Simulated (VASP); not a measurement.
Computed with LDA (Ceperley-Alder, Perdew-Zunger), VASP's LDA PAW potentials (set 64) (plane waves; VASP).

A VASP calculation is set up with these files.

**POSCAR**
```
PdIn
1
    3.2500000000     0.0000000000     0.0000000000
    0.0000000000     3.2500000000     0.0000000000
    0.0000000000     0.0000000000     3.2500000000
In Pd
1 1
Direct
  0.5000000000   0.5000000000   0.5000000000
  0.0000000000   0.0000000000   0.0000000000
```

### KPOINTS
```
K-points
0
gamma
10 10 10
```

**INCAR**
```
ISMEAR=1
ISIF=3
LCHARG=F
EDIFF=1E-6   ! SCF stop (eV)
LREAL=F
LMAXMIX=4
LASPH=T   ! aspherical one-centre terms
SIGMA=0.1   ! width (eV)
ALGO=Normal   ! blocked Davidson
ENCUT=520   ! plane-wave cut-off (eV)
LWAVE=F
NSW=60   ! most ionic steps
PREC=Accurate
SYSTEM=PdIn
NELM=100
IBRION=2   ! conjugate gradients
EDIFFG=-0.01   ! ionic stop
```

POTCAR, in this order: In_d Pd (LDA.64 set). Program: vasp_std.

Output of the run:

OUTCAR:
```
 ion  position               nearest neighbor table
   1  0.500  0.500  0.500-   2 2.81   2 2.81   2 2.81   2 2.81   2 2.81   2 2.81   2 2.81   2 2.81
  LATTYP: Found a simple cubic cell.
 ALAT       =     3.2500000000
 Subroutine PRICEL returns:
 Original cell was already a primitive cell.
 Subroutine GETGRP returns: Found 48 space group operations
The static configuration has the point symmetry O_h .
The dynamic configuration has the point symmetry O_h .
 Subroutine INISYM returns: Found 48 space group operations
 Subroutine IBZKPT returns following result:
 Found     56 irreducible k-points:

 Following reciprocal coordinates:
            Coordinates               Weight
  0.000000  0.000000  0.000000      1.000000
  0.100000  0.000000  0.000000      6.000000
  0.200000  0.000000  0.000000      6.000000
  0.300000  0.000000  0.000000      6.000000
  0.400000  0.000000  0.000000      6.000000
  0.500000  0.000000  0.000000      3.000000
  0.100000  0.100000  0.000000     12.000000
  0.200000  0.100000  0.000000     24.000000
  0.300000  0.100000  0.000000     24.000000
  0.400000  0.100000  0.000000     24.000000
  0.500000  0.100000  0.000000     12.000000
  0.200000  0.200000  0.000000     12.000000
  0.300000  0.200000  0.000000     24.000000
  0.400000  0.200000  0.000000     24.000000
  0.500000  0.200000  0.000000     12.000000
  0.300000  0.300000  0.000000     12.000000
  0.400000  0.300000  0.000000     24.000000
  0.500000  0.300000  0.000000     12.000000
  0.400000  0.400000  0.000000     12.000000
  0.500000  0.400000  0.000000     12.000000
  0.500000  0.500000  0.000000      3.000000
  0.100000  0.100000  0.100000      8.000000
  0.200000  0.100000  0.100000     24.000000
  0.300000  0.100000  0.100000     24.000000
  0.400000  0.100000  0.100000     24.000000
...
```

**OSZICAR**
```
       N       E                     dE             d eps       ncg     rms          rms(c)
DAV:   1     0.158162817247E+03    0.15816E+03   -0.11534E+04  1709   0.201E+03
DAV:   2    -0.332990695371E+01   -0.16149E+03   -0.15784E+03  1743   0.403E+02
DAV:   3    -0.109165013315E+02   -0.75866E+01   -0.75569E+01  2184   0.943E+01
DAV:   4    -0.110410704078E+02   -0.12457E+00   -0.12455E+00  1946   0.114E+01
DAV:   5    -0.110469959105E+02   -0.59255E-02   -0.59255E-02  2622   0.229E+00    0.712E+00
DAV:   6    -0.108404777291E+02    0.20652E+00   -0.55794E-01  1967   0.107E+01    0.328E+00
DAV:   7    -0.107977684069E+02    0.42709E-01   -0.85660E-02  2280   0.557E+00    0.154E+00
DAV:   8    -0.107876733639E+02    0.10095E-01   -0.25351E-02  1974   0.151E+00    0.411E-01
DAV:   9    -0.107865451995E+02    0.11282E-02   -0.19624E-03  2156   0.828E-01    0.773E-02
DAV:  10    -0.107865178931E+02    0.27306E-04   -0.40265E-05  2322   0.961E-02    0.361E-02
DAV:  11    -0.107865154020E+02    0.24911E-05   -0.45998E-06  1965   0.221E-02    0.785E-03
DAV:  12    -0.107865153746E+02    0.27435E-07   -0.18277E-07  1050   0.506E-03
   1 F= -.10786515E+02 E0= -.10786086E+02  d E =-.107865E+02
       N       E                     dE             d eps       ncg     rms          rms(c)
DAV:   1    -0.118889977849E+02   -0.11025E+01   -0.22504E+01  1827   0.813E+01    0.808E+00
DAV:   2    -0.109034411953E+02    0.98556E+00   -0.44660E+00  1736   0.301E+01    0.216E+00
DAV:   3    -0.107986339482E+02    0.10481E+00   -0.35633E-01  2280   0.124E+01    0.105E+00
DAV:   4    -0.107835569598E+02    0.15077E-01   -0.37347E-02  2493   0.355E+00    0.108E+00
DAV:   5    -0.107818718607E+02    0.16851E-02   -0.69587E-03  1821   0.617E-01    0.421E-01
DAV:   6    -0.107814348716E+02    0.43699E-03   -0.91968E-04  1989   0.545E-01    0.131E-01
DAV:   7    -0.107814292612E+02    0.56104E-05   -0.83539E-05  2065   0.124E-01    0.468E-02
DAV:   8    -0.107814259183E+02    0.33429E-05   -0.15648E-05  2030   0.483E-02    0.924E-03
DAV:   9    -0.107814259029E+02    0.15378E-07   -0.19264E-07   931   0.476E-03
   2 F= -.10781426E+02 E0= -.10780954E+02  d E =0.508947E-02
       N       E                     dE             d eps       ncg     rms          rms(c)
DAV:   1    -0.111062116291E+02   -0.32479E+00   -0.67286E+00  1813   0.492E+01    0.373E+00
DAV:   2    -0.108332794934E+02    0.27293E+00   -0.11530E+00  1701   0.150E+01    0.128E+00
DAV:   3    -0.108045577529E+02    0.28722E-01   -0.89779E-02  2216   0.591E+00    0.555E-01
DAV:   4    -0.107990970877E+02    0.54607E-02   -0.14797E-02  2494   0.226E+00    0.476E-01
DAV:   5    -0.107988241897E+02    0.27290E-03   -0.46251E-04  1870   0.239E-01    0.317E-01
DAV:   6    -0.107985603551E+02    0.26383E-03   -0.36124E-04  2155   0.172E-01    0.429E-02
DAV:   7    -0.107985633329E+02   -0.29778E-05   -0.14661E-05  2125   0.376E-02    0.150E-02
DAV:   8    -0.107985631399E+02    0.19305E-06   -0.41038E-07  1078   0.941E-03
   3 F= -.10798563E+02 E0= -.10798085E+02  d E =-.120478E-01
```

OUTCAR:
```
------------------------ aborting loop because EDIFF is reached ----------------------------------------
  FORCE on cell =-STRESS in cart. coord.  units (eV):
  Direction    XX          YY          ZZ          XY          YZ          ZX
  --------------------------------------------------------------------------------------
  Total       -0.0001251     -0.0001251     -0.0001251     -0.0000000     -0.0000000      0.0000000
  in kB       -0.0060036     -0.0060036     -0.0060036     -0.0000000     -0.0000000      0.0000000
  external PRESSURE =      -0.0060036 kB  Pullay stress =       0.0000000 kB
  volume of cell :       33.37
      direct lattice vectors                 reciprocal lattice vectors
     3.219588376 -0.000000000  0.000000000     0.310598711 -0.000000000  0.000000000
     0.000000000  3.219588376  0.000000000     0.000000000  0.310598711  0.000000000
    -0.000000000  0.000000000  3.219588376    -0.000000000 -0.000000000  0.310598711
 POSITION                                       TOTAL-FORCE (eV/Angst)
 -----------------------------------------------------------------------------------
      1.60979      1.60979      1.60979        -0.000000      0.000000      0.000000
      0.00000      0.00000      0.00000         0.000000      0.000000      0.000000
 -----------------------------------------------------------------------------------
    total drift:                                0.000000      0.000000     -0.000000
  FREE ENERGIE OF THE ION-ELECTRON SYSTEM (eV)
  ---------------------------------------------------
  free  energy   TOTEN  =       -10.7985631399 eV

  energy  without entropy=      -10.7971283667  energy(sigma->0) =      -10.79808488

 reached required accuracy - stopping structural energy minimisation
```
(Selected blocks of OUTCAR.)

### CONTCAR
```
PdIn
   1.00000000000000
     3.2195883762108668   -0.0000000000000000    0.0000000000000000
     0.0000000000000000    3.2195883762108668    0.0000000000000000
    -0.0000000000000000    0.0000000000000000    3.2195883762108668
  In              Pd
     1     1
Direct
     0.5000000000000000    0.5000000000000000    0.5000000000000000
     0.0000000000000000    0.0000000000000000    0.0000000000000000
```

Energy and stress use the plane-wave basis of the starting cell.

The compound is PdIn in the CsCl type structure. This run relaxes it. Symmetry was kept, so distortions that lower it aren't found. The electron count is odd and the run is not spin-polarised, which forces a metal.
